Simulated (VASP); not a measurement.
Output of a VASP run:

**OSZICAR**
```
       N       E                     dE             d eps       ncg     rms          rms(c)
DAV:   1     0.288578925043E+02    0.28858E+02   -0.79391E+03   504   0.625E+02
DAV:   2    -0.649802562029E+02   -0.93838E+02   -0.88227E+02   720   0.151E+02
DAV:   3    -0.684023352835E+02   -0.34221E+01   -0.34043E+01   619   0.302E+01
DAV:   4    -0.684388311558E+02   -0.36496E-01   -0.36462E-01   614   0.339E+00
DAV:   5    -0.684396635305E+02   -0.83237E-03   -0.83226E-03   624   0.450E-01    0.170E+01
DAV:   6    -0.640478794709E+02    0.43918E+01   -0.10793E+01   574   0.152E+01    0.837E+00
DAV:   7    -0.636076901439E+02    0.44019E+00   -0.18114E+00   670   0.627E+00    0.259E+00
DAV:   8    -0.635563481113E+02    0.51342E-01   -0.14087E-01   584   0.192E+00    0.491E-01
DAV:   9    -0.635538836410E+02    0.24645E-02   -0.91790E-03   599   0.534E-01    0.149E-01
DAV:  10    -0.635539377260E+02   -0.54085E-04   -0.30409E-04   604   0.105E-01    0.427E-02
DAV:  11    -0.635539501637E+02   -0.12438E-04   -0.28936E-05   608   0.334E-02    0.654E-03
DAV:  12    -0.635539505283E+02   -0.36456E-06   -0.18728E-06   422   0.814E-03
   1 F= -.63553951E+02 E0= -.63553951E+02  d E =-.748155E-60
```

File OUTCAR:
```
------------------------ aborting loop because EDIFF is reached ----------------------------------------
  FORCE on cell =-STRESS in cart. coord.  units (eV):
  Direction    XX          YY          ZZ          XY          YZ          ZX
  --------------------------------------------------------------------------------------
  Total      -12.7094843    -12.7094874    -13.3893196      0.0000000     -0.0000000      0.0000000
  in kB     -246.8113928   -246.8114532   -260.0134300      0.0000000     -0.0000000      0.0000000
  external PRESSURE =    -251.2120920 kB  Pullay stress =       0.0000000 kB
  volume of cell :       82.50
      direct lattice vectors                 reciprocal lattice vectors
     3.075690000  0.000000000  0.000000000     0.325130296  0.187714041  0.000000000
    -1.537845000  2.663626000  0.000000000     0.000000000  0.375428082  0.000000000
     0.000000000  0.000000000 10.070650000     0.000000000  0.000000000  0.099298456
  FREE ENERGIE OF THE ION-ELECTRON SYSTEM (eV)
  ---------------------------------------------------
  free  energy   TOTEN  =       -63.5539505283 eV

  energy  without entropy=      -63.5539505283  energy(sigma->0) =      -63.55395053
```
(Selected blocks of OUTCAR.)

**POSCAR**
```
SiC
1
    3.0756900000     0.0000000000     0.0000000000
   -1.5378450000     2.6636260000     0.0000000000
    0.0000000000     0.0000000000    10.0706500000
Si C
4 4
Direct
  0.6666670000   0.3333330000   0.9378400000
  0.3333330000   0.6666670000   0.4378400000
  0.0000000000   0.0000000000   0.6878900000
  0.0000000000   0.0000000000   0.1878900000
  0.6666670000   0.3333330000   0.7498000000
  0.3333330000   0.6666670000   0.2498000000
  0.0000000000   0.0000000000   0.5004600000
  0.0000000000   0.0000000000   0.0004600000
```

Problem. Reconstruct the remaining input files.

Solution. Several could match; the one computed here: the input of the run itself, PBEsol GGA, plane waves, VASP's PBE PAW potentials (set 64).

### INCAR
```
SYSTEM=SiC
PREC=Accurate; ENCUT=200; LREAL=.False.
LASPH=.True.
EDIFF=1E-6; NELM=100; ALGO=Normal
ISMEAR=0; SIGMA=0.01
GGA=PS
ISIF=2
LWAVE=.False.; LCHARG=.False.
```

**KPOINTS**
```
Automatic
0
gamma
4 4 4
0 0 0
```

POTCAR, in this order: Si C (PBE.64 set). Program: vasp_std.

At this cut-off the stress carries a Pulay error, which pulls relaxed volumes low.

The structure comes from a computed database's SiC entry; how it stands against other phases isn't given here. The cell was not relaxed at this level. The k-mesh is coarse (spacing up to 0.59 per Å, 2π included), so the numbers may not be converged in it. The run is one of a series of settings (ENCUT = 200, GGA = PS, KPOINTS 4×4×4 Γ-centred mesh, POTCAR Si C (PBE.64 set) against the base run), some of them coarse on purpose.
